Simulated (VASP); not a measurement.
Data:

```
CELL_PARAMETERS angstrom
      0.00000     2.91812     2.93955
      3.02178     0.00000     2.93955
      3.02178     2.91812     0.00000
ATOMIC_POSITIONS crystal
  Li 0.25000 0.25000 0.25000
  Li 0.75000 0.75000 0.75000
  Se 0.98388 0.01612 0.01612
```

Method: PBE GGA, VASP's PBE PAW potentials (set 64) (plane waves; VASP). Settings: 520 eV cut-off, 3×3×3 Γ-centred mesh, Gaussian smearing of 0.050 eV, potentials Li_sv Se.

### Question
Give the force on each atom (eV/Å).

### Answer

| atom | Fx | Fy | Fz |
|---|---|---|---|
| Li1 | 0.177 | 0.000 | 0.000 |
| Li2 | 0.177 | 0.000 | 0.000 |
| Se3 | -0.354 | 0.000 | 0.000 |

### Question
Give the stress tensor in GPa (positive for a compressed cell).

### Answer

```
0.91  0.00  0.00
0.00  2.91  0.00
0.00  0.00  2.54
```
The pressure is its mean diagonal, 2.12 GPa.

The compound is Li2Se in the antifluorite structure. The cell was not relaxed at this level, atoms are displaced from their ideal sites. The k-mesh is coarse (spacing up to 0.61 per Å, 2π included), so the numbers may not be converged in it. The run is one of a series of settings (KPOINTS 3×3×3 Γ-centred mesh against the base run), some of them coarse on purpose.
